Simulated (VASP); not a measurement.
A convergence study with VASP on Lu (hcp): one setting is varied, all else stays as given below, so the limit is that of these other settings.

```yaml
crystal:
  lattice:
    - [1.75000, -3.03109, 0.00000]
    - [1.75000, 3.03109, 0.00000]
    - [0.00000, 0.00000, 5.55000]
  atoms:
    - { symbol: Lu, position: [0.33333, 0.66667, 0.25000] }
    - { symbol: Lu, position: [0.66667, 0.33333, 0.75000] }
```

All values below come from PBE GGA, VASP's PBE PAW potentials (set 64) (plane waves; VASP). The tightest run used: 550 eV cut-off, 21×21×13 Γ-centred mesh, first-order Methfessel-Paxton smearing of 0.10 eV, potentials Lu_3.

The reference is 21×21×13 mesh, which took about 3 core-minutes. Costs are core time on shared hosts, one run each; read them as rough ratios.

### Question
Of the settings 1×1×1 mesh; 2×2×1 mesh; 3×3×2 mesh; 4×4×2 mesh; 5×5×3 mesh; 6×6×4 mesh; 7×7×4 mesh; 8×8×5 mesh; 9×9×6 mesh; 10×10×6 mesh; 11×11×7 mesh; 12×12×7 mesh; 13×13×8 mesh; 14×14×9 mesh; 15×15×9 mesh; 16×16×10 mesh; 17×17×10 mesh; 18×18×11 mesh; 19×19×12 mesh; 20×20×12 mesh; 21×21×13 mesh, which is the lowest that keeps the difference from the reference in the stress, largest component (GPa) within 0.2 from there on, and what does it cost?

### Answer
11×11×7 mesh; its cost over the reference is about 1/5.
```json
[
 {"setting": "1×1×1 mesh", "difference in the stress, largest component (GPa)": "61.78", "cost over the reference": "about 1/50"},
 {"setting": "2×2×1 mesh", "difference in the stress, largest component (GPa)": "10.19", "cost over the reference": "about 1/40"},
 {"setting": "3×3×2 mesh", "difference in the stress, largest component (GPa)": "2.42", "cost over the reference": "about 1/30"},
 {"setting": "4×4×2 mesh", "difference in the stress, largest component (GPa)": "2.33", "cost over the reference": "about 1/30"},
 {"setting": "5×5×3 mesh", "difference in the stress, largest component (GPa)": "0.93", "cost over the reference": "about 1/20"},
 {"setting": "6×6×4 mesh", "difference in the stress, largest component (GPa)": "0.78", "cost over the reference": "about 1/10"},
 {"setting": "7×7×4 mesh", "difference in the stress, largest component (GPa)": "0.30", "cost over the reference": "about 1/10"},
 {"setting": "8×8×5 mesh", "difference in the stress, largest component (GPa)": "0.63", "cost over the reference": "about 1/9"},
 {"setting": "9×9×6 mesh", "difference in the stress, largest component (GPa)": "0.11", "cost over the reference": "about 1/6"},
 {"setting": "10×10×6 mesh", "difference in the stress, largest component (GPa)": "0.37", "cost over the reference": "about 1/5"},
 {"setting": "11×11×7 mesh", "difference in the stress, largest component (GPa)": "0.06", "cost over the reference": "about 1/5"},
 {"setting": "12×12×7 mesh", "difference in the stress, largest component (GPa)": "0.06", "cost over the reference": "about 1/4"},
 {"setting": "13×13×8 mesh", "difference in the stress, largest component (GPa)": "0.10", "cost over the reference": "about 1/3"},
 {"setting": "14×14×9 mesh", "difference in the stress, largest component (GPa)": "0.03", "cost over the reference": "about 1/3"},
 {"setting": "15×15×9 mesh", "difference in the stress, largest component (GPa)": "0.14", "cost over the reference": "about 1/2"},
 {"setting": "16×16×10 mesh", "difference in the stress, largest component (GPa)": "0.04", "cost over the reference": "within a factor of 2"},
 {"setting": "17×17×10 mesh", "difference in the stress, largest component (GPa)": "0.05", "cost over the reference": "within a factor of 2"},
 {"setting": "18×18×11 mesh", "difference in the stress, largest component (GPa)": "0.04", "cost over the reference": "within a factor of 2"},
 {"setting": "19×19×12 mesh", "difference in the stress, largest component (GPa)": "0.02", "cost over the reference": "within a factor of 2"},
 {"setting": "20×20×12 mesh", "difference in the stress, largest component (GPa)": "0.02", "cost over the reference": "within a factor of 2"},
 {"setting": "21×21×13 mesh", "difference in the stress, largest component (GPa)": "0.00", "cost over the reference": "reference"}
]
```

Left out are rungs that failed or repeat a setting and relaxations that didn't move; long series are thinned to 24 rows.

The compound is Lu in the hcp structure. The cell was not relaxed at this level.
